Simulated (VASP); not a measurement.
Input:

```
NaH
1.0
    0.00000     2.38294     2.38294
    2.38294     0.00000     2.38294
    2.38294     2.38294     0.00000
Na H
1 1
Direct
  0.00000   0.00000   0.00000
  0.50000   0.50000   0.50000
```

The numbers are results of PBEsol GGA, VASP's PBE PAW potentials (set 64) (plane waves; VASP), not measurements. Settings: 400 eV cut-off, Gaussian smearing of 0.050 eV, potentials Na_pv H.

Question: What does the run give for the band gap (along the path) with the smallest direct gap where there is one?

Answer: 
```yaml
band gap (along the path): 3.63 eV
smallest direct gap (along the path): 4.54 eV
```

The absolute energy has meaning only against runs of the same code, potentials and settings.

The compound is NaH in the rock salt structure. It was relaxed first, which changed the volume by -7 %.
